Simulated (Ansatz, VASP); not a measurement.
## Sb2Au3: VASP beside Ansatz

```
Sb Au
1.0
     4.34127    2.50643    2.16589
    -4.34127    2.50643    2.16589
     0.00000   -5.01287    2.16589
Sb Au
2 3
Direct
  0.71310 0.71310 0.71310
  0.28690 0.28690 0.28690
  0.00000 0.50000 0.00000
  0.00000 0.00000 0.50000
  0.50000 0.00000 0.00000
```

Change from the starting cell: species swapped into the Br2Cl3 type (R-3m, No. 166).

Alike in both runs: functional PBE; k mesh 6 × 6 × 6; occupations gaussian, width 0.1 eV; no spin polarisation.

Ansatz relaxed the structure, and its values are those at the end. VASP's run is a single point on that final structure, the one shown.

|  | VASP | Ansatz |
| --- | --- | --- |
| version | VASP 6.6.1 | Ansatz 0.2.0 |
| potentials or method | VASP PAW PBE potentials, release 64 (Sb, Au) | scalar-relativistic, plane waves, PAW |
| plane-wave cutoff (eV) | 520 | 420 |
| valence electrons in the cell | 43 | 87 |

Ansatz gave:

- gap on the k mesh at the Fermi level (eV): none
- pressure (GPa): 0.0
- rms of the force components (eV/Å): 0.008

Which values does VASP return?

gap on the k mesh at the Fermi level (eV): none; pressure (GPa): -0.1; rms of the force components (eV/Å): 0.023.

A gap of «none» marks a metal or a gap that the smearing closes. The two sets of potentials don't hold the same shells in valence.

The runs have no spin-orbit coupling, so splittings on Au, Sb are missing.
